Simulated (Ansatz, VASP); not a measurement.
# ZrB2 in two plane-wave programs, part 2 of 2

Aim: how closely do two programs agree when they are given the same cell, functional and k mesh? The cell is taken from a series of VASP runs on this material, whose earlier steps may have relaxed, scaled or displaced it; both programs get it as it stands.

VASP 6.6.1 and Ansatz 0.2.0.

So far: The structure; Ansatz: zone-centre phonons, PBEsol.

### Step 3. VASP: zone-centre phonons, PBEsol

Level of this step: PBEsol; plane waves and PAW (Zr_sv, B) (VASP).

The same cell, functional, mesh and smearing now go to VASP, with its own data sets and cutoff.

Lines of VASP's logs that name or quote its potential files are left out, and so is its time.

File INCAR:

```
SYSTEM = ZrB2
PREC = Accurate
ENCUT = 420
EDIFF = 1E-08
NELM = 100
ISMEAR = 1
SIGMA = 0.2
LREAL = .FALSE.
ALGO = Normal
GGA = PS
NBANDS = 15
LASPH = .TRUE.
LORBIT = 11
LWAVE = .FALSE.
LCHARG = .FALSE.
KPAR = 2
IBRION = 8
ISIF = 2
```

File POSCAR:

```
ZrB2
1.0
    3.1560508710      0.0000000000      0.0000000000
   -1.5780254355      2.7332202300      0.0000000000
    0.0000000000      0.0000000000      3.5085785145
Zr B
1 2
Direct
    0.0000000000      0.0000000000      0.0000000000
    0.3333333333      0.6666666667      0.5000000000
    0.6666666667      0.3333333333      0.5000000000
```

File KPOINTS:

```
Automatic mesh
0
Gamma
14 14 11
0 0 0
```

PAW data sets: Zr_sv and B (PBE family, release 64).

The run is started by

```bash
$ mpirun -np 2 vasp_std
```

Numbers of over 12 decimals in the logs are rounded to 6 here.

The program printed:

```text
[banner, memory and clock lines left out]
running    2 mpi-ranks, on    1 nodes
 distrk:  each k-point on    1 cores,    2 groups
 distr:  one band on    1 cores,    1 groups

 POSCAR found type information on POSCAR ZrB
 POSCAR found :  2 types and       3 ions
|                                                                             |
|               ----> ADVICE to this user running VASP <----                  |
|                                                                             |
|     You enforced a specific xc type in the INCAR file but a different       |
|     [... a line on the potential file left out ...]
|     I HOPE YOU KNOW WHAT YOU ARE DOING!                                     |
|                                                                             |

 LDA part: xc-table for (Slater+PW92), standard interpolation
 POSCAR, INCAR and KPOINTS ok, starting setup
 FFT: planning ... GRIDC
 FFT: planning ... GRID_SOFT
 FFT: planning ... GRID
 WAVECAR not read
 entering main loop
       N       E                     dE             d eps       ncg     rms          rms(c)
DAV:   1     0.847519730690E+02    0.84752E+02   -0.86473E+03  4360   0.102E+03
DAV:   2    -0.254737428209E+02   -0.11023E+03   -0.10678E+03  5462   0.276E+02
DAV:   3    -0.289201920907E+02   -0.34464E+01   -0.34318E+01  6864   0.420E+01
DAV:   4    -0.289661098506E+02   -0.45918E-01   -0.45913E-01  4952   0.473E+00
DAV:   5    -0.289675221872E+02   -0.14123E-02   -0.14123E-02  6750   0.518E-01    0.230E+01
DAV:   6    -0.264524466780E+02    0.25151E+01   -0.58524E+00  5367   0.168E+01    0.952E+00
DAV:   7    -0.264043947681E+02    0.48052E-01   -0.69657E-01  6294   0.529E+00    0.335E+00
DAV:   8    -0.264046546047E+02   -0.25984E-03   -0.10069E-01  5186   0.268E+00    0.517E-01
DAV:   9    -0.264008715744E+02    0.37830E-02   -0.20672E-02  5332   0.110E+00    0.201E-01
DAV:  10    -0.264005424754E+02    0.32910E-03   -0.14469E-03  5064   0.360E-01    0.398E-02
DAV:  11    -0.264005463301E+02   -0.38547E-05   -0.67268E-05  6179   0.754E-02    0.118E-02
DAV:  12    -0.264005445563E+02    0.17738E-05   -0.28976E-06  5554   0.119E-02    0.549E-03
DAV:  13    -0.264005443153E+02    0.24095E-06   -0.58217E-07  6585   0.594E-03    0.192E-03
DAV:  14    -0.264005442615E+02    0.53808E-07   -0.33960E-08  4646   0.184E-03    0.477E-04
DAV:  15    -0.264005442230E+02    0.38529E-07   -0.43081E-09  2573   0.574E-04    0.121E-04
DAV:  16    -0.264005442190E+02    0.39779E-08   -0.10630E-09  2335   0.256E-04
   1 F= -.26400544E+02 E0= -.26400384E+02  d E =-.481289E-03
 Linear response reoptimize wavefunctions to high precision
DAV:   1    -0.264005442184E+02    0.63824E-09   -0.35160E-10  3161   0.123E-04
DAV:   2    -0.264005442184E+02   -0.33879E-10   -0.12975E-10  2251   0.596E-05
 Linear response DOF=           4
 Linear response progress:
  Degree of freedom:   1/  4
       N       E                     dE             d eps       ncg     rms          rms(c)
RMM:   1    -0.684686071149E+00   -0.68469E+00    0.29930E+00 11785   0.149E+01
RMM:   2    -0.628452575741E+00    0.56233E-01   -0.18682E-01 16276   0.280E+00    0.176E-01
RMM:   3    -0.629776152735E+00   -0.13236E-02   -0.32432E-02 19649   0.865E-01    0.564E-02
RMM:   4    -0.631354365698E+00   -0.15782E-02   -0.54925E-03 24166   0.301E-01    0.308E-02
RMM:   5    -0.631834248949E+00   -0.47988E-03   -0.98396E-04 24214   0.115E-01    0.186E-02
RMM:   6    -0.631816177507E+00    0.18071E-04   -0.13873E-04 24308   0.507E-02    0.304E-03
RMM:   7    -0.631790336960E+00    0.25841E-04   -0.36891E-05 25406   0.238E-02    0.344E-03
RMM:   8    -0.631782983402E+00    0.73536E-05   -0.30085E-05 25416   0.133E-02    0.905E-04
RMM:   9    -0.631786794103E+00   -0.38107E-05   -0.35744E-06 26032   0.790E-03    0.904E-05
RMM:  10    -0.631788086700E+00   -0.12926E-05   -0.47049E-06 26713   0.502E-03    0.153E-04
RMM:  11    -0.631788617479E+00   -0.53078E-06   -0.30486E-06 26926   0.353E-03    0.190E-04
RMM:  12    -0.631785984066E+00    0.26334E-05   -0.23958E-06 25723   0.269E-03    0.194E-04
RMM:  13    -0.631785198075E+00    0.78599E-06   -0.16098E-06 26311   0.210E-03    0.274E-04
RMM:  14    -0.631788555684E+00   -0.33576E-05   -0.14282E-06 23086   0.181E-03    0.147E-04
[...]
RMM:  23    -0.631797626904E+00   -0.27778E-06   -0.10410E-07 22259   0.405E-04    0.311E-05
RMM:  24    -0.631798234622E+00   -0.60772E-06   -0.67339E-08 24569   0.373E-04    0.165E-05
RMM:  25    -0.631798666910E+00   -0.43229E-06   -0.43969E-08 24022   0.327E-04    0.933E-06
RMM:  26    -0.631798853746E+00   -0.18684E-06   -0.33203E-08 24369   0.284E-04    0.985E-06
RMM:  27    -0.631799306013E+00   -0.45227E-06   -0.16669E-08 24936   0.264E-04    0.110E-06
RMM:  28    -0.631799206791E+00    0.99222E-07   -0.60045E-09 21618   0.226E-04    0.730E-06
RMM:  29    -0.631799356889E+00   -0.15010E-06   -0.21954E-09 22880   0.204E-04    0.649E-06
RMM:  30    -0.631799355656E+00    0.12330E-08    0.43797E-09 22586   0.181E-04    0.988E-06
 first order change of Fermi-energy   0.93021E-04
 force on displaced ion       1 direction 1 : -13.681  -0.000   0.000
 Linear response progress:
  Degree of freedom:   2/  4
       N       E                     dE             d eps       ncg     rms          rms(c)
RMM:   1    -0.759884769433E+00   -0.75988E+00    0.26800E+00  5019   0.147E+01
RMM:   2    -0.703051933858E+00    0.56833E-01   -0.16615E-01  6759   0.267E+00    0.200E-01
RMM:   3    -0.706179406848E+00   -0.31275E-02   -0.36076E-02  8006   0.810E-01    0.639E-02
RMM:   4    -0.708511302067E+00   -0.23319E-02   -0.64519E-03  9240   0.281E-01    0.367E-02
RMM:   5    -0.708806229401E+00   -0.29493E-03   -0.11405E-03  9751   0.106E-01    0.253E-02
RMM:   6    -0.708632970661E+00    0.17326E-03   -0.12726E-04  9648   0.494E-02    0.607E-03
RMM:   7    -0.708694961761E+00   -0.61991E-04   -0.41316E-05  9799   0.218E-02    0.288E-03
RMM:   8    -0.708690637187E+00    0.43246E-05   -0.22441E-05 10235   0.112E-02    0.845E-04
RMM:   9    -0.708694958132E+00   -0.43209E-05   -0.14971E-05 10493   0.651E-03    0.681E-04
RMM:  10    -0.708696331564E+00   -0.13734E-05   -0.89081E-06 10335   0.457E-03    0.152E-04
RMM:  11    -0.708696902999E+00   -0.57143E-06   -0.81583E-06 10477   0.313E-03    0.412E-05
RMM:  12    -0.708697497989E+00   -0.59499E-06   -0.73578E-06 10981   0.231E-03    0.610E-05
RMM:  13    -0.708696625611E+00    0.87238E-06   -0.53055E-06 10308   0.177E-03    0.118E-04
RMM:  14    -0.708698874194E+00   -0.22486E-05   -0.44659E-06  9861   0.145E-03    0.379E-05
RMM:  15    -0.708699474797E+00   -0.60060E-06   -0.34625E-06 10812   0.112E-03    0.375E-05
RMM:  16    -0.708699137731E+00    0.33707E-06   -0.27216E-06  9987   0.900E-04    0.518E-05
RMM:  17    -0.708699325414E+00   -0.18768E-06   -0.21875E-06 10291   0.744E-04    0.613E-05
RMM:  18    -0.708699274301E+00    0.51113E-07   -0.17297E-06 10457   0.604E-04    0.691E-05
RMM:  19    -0.708699159921E+00    0.11438E-06   -0.14240E-06  9931   0.503E-04    0.787E-05
RMM:  20    -0.708699609394E+00   -0.44947E-06   -0.11383E-06  9193   0.434E-04    0.758E-05
RMM:  21    -0.708699785372E+00   -0.17598E-06   -0.95729E-07 10046   0.358E-04    0.761E-05
 first order change of Fermi-energy   0.31060E-03
 force on displaced ion       1 direction 3 :   0.000   0.000 -14.925
 Linear response progress:
  Degree of freedom:   3/  4
       N       E                     dE             d eps       ncg     rms          rms(c)
RMM:   1    -0.477626552100E-01   -0.47763E-01   -0.25134E-02 43952   0.103E+00
RMM:   2    -0.426017230286E-01    0.51609E-02   -0.22604E-03 35898   0.248E-01    0.141E-01
RMM:   3    -0.425618440903E-01    0.39879E-04   -0.66901E-04 34253   0.124E-01    0.704E-02
RMM:   4    -0.430155898761E-01   -0.45375E-03   -0.41777E-04 33576   0.976E-02    0.834E-03
RMM:   5    -0.430177244453E-01   -0.21346E-05   -0.50590E-05 40319   0.279E-02    0.230E-03
RMM:   6    -0.430195637524E-01   -0.18393E-05   -0.99757E-06 43327   0.993E-03    0.120E-03
RMM:   7    -0.430159660652E-01    0.35977E-05   -0.16610E-06 42911   0.466E-03    0.288E-04
RMM:   8    -0.430179444492E-01   -0.19784E-05   -0.37837E-07 44959   0.215E-03    0.152E-04
RMM:   9    -0.430175176122E-01    0.42684E-06    0.84991E-08 45785   0.997E-04    0.343E-05
RMM:  10    -0.430176923028E-01   -0.17469E-06   -0.91798E-08 45123   0.483E-04    0.254E-05
RMM:  11    -0.430175708323E-01    0.12147E-06    0.29546E-08 45585   0.242E-04    0.759E-06
RMM:  12    -0.430175631750E-01    0.76573E-08   -0.34894E-08 46289   0.121E-04    0.519E-06
 first order change of Fermi-energy   0.23663E-04
 force on displaced ion       2 direction 1 : -15.738   0.000   0.000
 Linear response progress:
  Degree of freedom:   4/  4
       N       E                     dE             d eps       ncg     rms          rms(c)
RMM:   1    -0.471170534135E-01   -0.47117E-01   -0.33776E-03 15993   0.109E+00
RMM:   2    -0.443785959176E-01    0.27385E-02   -0.18759E-03 12863   0.243E-01    0.115E-01
RMM:   3    -0.443349380370E-01    0.43658E-04   -0.86907E-04 12596   0.140E-01    0.532E-02
RMM:   4    -0.446978626549E-01   -0.36292E-03   -0.33529E-04 13285   0.884E-02    0.119E-02
RMM:   5    -0.447622033854E-01   -0.64341E-04   -0.53380E-05 14514   0.334E-02    0.380E-03
RMM:   6    -0.447717787375E-01   -0.95754E-05   -0.12305E-05 15287   0.131E-02    0.774E-04
RMM:   7    -0.447652678450E-01    0.65109E-05   -0.33844E-06 15633   0.567E-03    0.248E-04
RMM:   8    -0.447660373274E-01   -0.76948E-06   -0.14654E-06 15640   0.273E-03    0.134E-04
RMM:   9    -0.447651790315E-01    0.85830E-06   -0.15359E-06 15589   0.140E-03    0.913E-05
RMM:  10    -0.447656502668E-01   -0.47124E-06   -0.66881E-07 15894   0.749E-04    0.975E-06
RMM:  11    -0.447656570126E-01   -0.67458E-08   -0.43515E-07 16880   0.369E-04    0.112E-05
RMM:  12    -0.447656524280E-01    0.45845E-08   -0.17490E-07 16541   0.185E-04    0.677E-06
RMM:  13    -0.447656386097E-01    0.13818E-07   -0.10260E-07 16456   0.960E-05    0.439E-06
RMM:  14    -0.447656519610E-01   -0.13351E-07   -0.38229E-08 16506   0.502E-05    0.332E-06
RMM:  15    -0.447656521239E-01   -0.16296E-09   -0.19524E-08 16075   0.275E-05    0.166E-06
 first order change of Fermi-energy  -0.99194E-04
 force on displaced ion       2 direction 3 :  -0.000   0.000 -10.210
 Linear response finished
```

From OUTCAR (step 3):

```text
ion  position               nearest neighbor table
   1  0.000  0.000  0.000-   2 2.53   3 2.53   2 2.53   3 2.53   3 2.53   3 2.53   2 2.53   2 2.53
                             3 2.53   3 2.53   2 2.53   2 2.53
   2  0.333  0.667  0.500-   3 1.82   3 1.82   3 1.82   1 2.53   1 2.53   1 2.53   1 2.53   1 2.53
                             1 2.53
   3  0.667  0.333  0.500-   2 1.82   2 1.82   2 1.82   1 2.53   1 2.53   1 2.53   1 2.53   1 2.53
                             1 2.53

  LATTYP: Found a hexagonal cell.
 ALAT       =     3.1560508710
 C/A-ratio  =     1.1116989738

 Subroutine GETGRP returns: Found 24 space group operations
 (whereof 24 operations were pure point group operations)

The static configuration has the point symmetry D_6h.

 Found    144 irreducible k-points:

   k-points           NKPTS =    144   k-points in BZ     NKDIM =    144   number of bands    NBANDS=     15

   dimension x,y,z NGX =    24 NGY =   24 NGZ =   24
   dimension x,y,z NGXF=    48 NGYF=   48 NGZF=   48

   ENCUT  =  420.0 eV  30.87 Ry    5.56 a.u.   5.27  5.27  5.86*2*pi/ulx,y,z

   NELECT =      18.0000    total number of electrons

 k-points in reciprocal lattice and weights: Automatic mesh
   0.00000000  0.00000000  0.00000000       0.000
   0.07142857  0.00000000  0.00000000       0.003
   0.14285714  0.00000000  0.00000000       0.003
   0.21428571 -0.00000000  0.00000000       0.003
   0.28571429  0.00000000  0.00000000       0.003
   0.35714286  0.00000000  0.00000000       0.003
   0.42857143 -0.00000000  0.00000000       0.003
   0.50000000  0.00000000  0.00000000       0.001
   0.07142857  0.07142857  0.00000000       0.003
[...]
0.28571429  0.28571429  0.45454545       0.006
   0.35714286  0.28571429  0.45454545       0.006

 average (electrostatic) potential at core
       1 -72.3408       2 -21.9164       3 -21.9164

  Total        0.0175183      0.0175183     -0.0060416      0.0000000     -0.0000000      0.0000000
  in kB        0.9273699      0.9273699     -0.3198269      0.0000000     -0.0000000      0.0000000
  external PRESSURE =       0.5116376 kB  Pullay stress =       0.0000000 kB

  energy-cutoff  :      420.00
  volume of cell :       30.27
      direct lattice vectors                 reciprocal lattice vectors
     3.156050871  0.000000000  0.000000000     0.316851673  0.182934399  0.000000000
    -1.578025436  2.733220230  0.000000000     0.000000000  0.365868798  0.000000000
     0.000000000  0.000000000  3.508578514     0.000000000  0.000000000  0.285015711

 POSITION                                       TOTAL-FORCE (eV/Angst)
 -----------------------------------------------------------------------------------
      0.00000      0.00000      0.00000        -0.000000      0.000000      0.000000
     -0.00000      1.82215      1.75429         0.000000      0.000000      0.000000
      1.57803      0.91107      1.75429         0.000000      0.000000      0.000000
 -----------------------------------------------------------------------------------
    total drift:                               -0.000000      0.000000      0.000000

 Eigenvectors and eigenvalues of the dynamical matrix
 ----------------------------------------------------

   1 f  =   23.600812 THz   148.288272 2PiTHz  787.238334 cm-1    97.605070 meV
             X         Y         Z           dx          dy          dz
      0.000000  0.000000  0.000000    -0.000000   -0.000000   -0.000000
     -0.000000  1.822147  1.754289     0.000001    0.707107    0.000000
      1.578025  0.911073  1.754289    -0.000001   -0.707107    0.000000

   2 f  =   23.600812 THz   148.288272 2PiTHz  787.238334 cm-1    97.605070 meV
             X         Y         Z           dx          dy          dz
      0.000000  0.000000  0.000000     0.000000    0.000000    0.000000
     -0.000000  1.822147  1.754289    -0.707107    0.000001   -0.000000
      1.578025  0.911073  1.754289     0.707107   -0.000001    0.000000

   3 f  =   17.118777 THz   107.560448 2PiTHz  571.020938 cm-1    70.797541 meV
             X         Y         Z           dx          dy          dz
      0.000000  0.000000  0.000000     0.000000   -0.000000    0.000000
     -0.000000  1.822147  1.754289    -0.000000    0.000000   -0.707107
      1.578025  0.911073  1.754289    -0.000000   -0.000000    0.707107

   4 f  =   14.442222 THz    90.743158 2PiTHz  481.740674 cm-1    59.728204 meV
             X         Y         Z           dx          dy          dz
      0.000000  0.000000  0.000000    -0.000000    0.000000   -0.437850
     -0.000000  1.822147  1.754289     0.000000    0.000000    0.635723
      1.578025  0.911073  1.754289     0.000000    0.000000    0.635723

   5 f  =   13.827675 THz    86.881847 2PiTHz  461.241603 cm-1    57.186645 meV
             X         Y         Z           dx          dy          dz
      0.000000  0.000000  0.000000    -0.000000    0.437830   -0.000000
     -0.000000  1.822147  1.754289     0.000000   -0.635730    0.000000
      1.578025  0.911073  1.754289     0.000000   -0.635730    0.000000

   6 f  =   13.827675 THz    86.881847 2PiTHz  461.241603 cm-1    57.186645 meV
             X         Y         Z           dx          dy          dz
      0.000000  0.000000  0.000000     0.437830    0.000000    0.000000
     -0.000000  1.822147  1.754289    -0.635730   -0.000000   -0.000000
      1.578025  0.911073  1.754289    -0.635730   -0.000000    0.000000

   7 f/i=    0.001557 THz     0.009782 2PiTHz    0.051931 cm-1     0.006439 meV
             X         Y         Z           dx          dy          dz
      0.000000  0.000000  0.000000     0.487287   -0.755550    0.000000
     -0.000000  1.822147  1.754289     0.167798   -0.260175    0.000000
      1.578025  0.911073  1.754289     0.167798   -0.260175    0.000000

   8 f/i=    0.001557 THz     0.009782 2PiTHz    0.051931 cm-1     0.006439 meV
             X         Y         Z           dx          dy          dz
      0.000000  0.000000  0.000000    -0.755550   -0.487287    0.000000
     -0.000000  1.822147  1.754289    -0.260175   -0.167798    0.000000
      1.578025  0.911073  1.754289    -0.260175   -0.167798    0.000000

   9 f/i=    0.001953 THz     0.012270 2PiTHz    0.065141 cm-1     0.008076 meV
             X         Y         Z           dx          dy          dz
      0.000000  0.000000  0.000000    -0.000000   -0.000000   -0.899048
     -0.000000  1.822147  1.754289    -0.000000    0.000000   -0.309607
      1.578025  0.911073  1.754289    -0.000000    0.000000   -0.309607

 ELASTIC MODULI CONTR FROM IONIC RELAXATION (kBar)
 Direction    XX          YY          ZZ          XY          YZ          ZX
 --------------------------------------------------------------------------------
 XX          -8.8624      8.8624      0.0000     -0.0000     -0.0000      0.0000
 YY           8.8624     -8.8624      0.0000      0.0000      0.0000      0.0000
 ZZ           0.0000      0.0000      0.0000      0.0000      0.0000      0.0000
 XY          -0.0000      0.0000      0.0000     -8.8624      0.0000      0.0000
 YZ          -0.0000      0.0000      0.0000      0.0000     -0.0000      0.0000
 ZX           0.0000      0.0000      0.0000      0.0000      0.0000      0.0000
 --------------------------------------------------------------------------------
```

### Step 4. Differences

Known differences besides the potentials themselves: Ansatz makes its cores anew for this functional, VASP keeps those of its PBE data sets. Total energies have different zeros and are not compared.

Both answers:

| quantity | Ansatz | VASP | difference |
| --- | --- | --- | --- |
| optical mode 1 to 2 (cm⁻¹) | 460.4 | 461.2 | -0.18 % |
| optical mode 3 (cm⁻¹) | 479.7 | 481.7 | -0.42 % |
| optical mode 4 (cm⁻¹) | 570.5 | 571.0 | -0.10 % |
| optical mode 5 to 6 (cm⁻¹) | 784.4 | 787.2 | -0.36 % |

Modes are paired by rising frequency and degeneracy, not by their patterns, so a pair may still set unlike modes beside each other.

### Step 5. Summary of results

| Item | Value |
| --- | --- |
| r.m.s. difference of the optical zone-centre modes, each program's sorted by frequency (zone-centre phonons, PBEsol) | 1.9 cm⁻¹ |

**Reading.** The r.m.s. difference of the optical zone-centre modes, each program's sorted by frequency is 1.9 cm⁻¹ (zone-centre phonons, PBEsol). 1 further run of this series is not shown here. How closely two codes agree says nothing of how well the functional describes the real material.

[Lines on the potential files, build, host, timing and source positions are cut from VASP's logs without a mark.]

[Logs are printed without paths, hosts, clocks, repeated set-up lines and the standing remarks that a program may print on its own settings, such as how far it seeks lower states.]

[Hosts, paths, dates, database ids (printed as entryN), source tags and the programs' standing remarks are cut or masked in the printed files.]
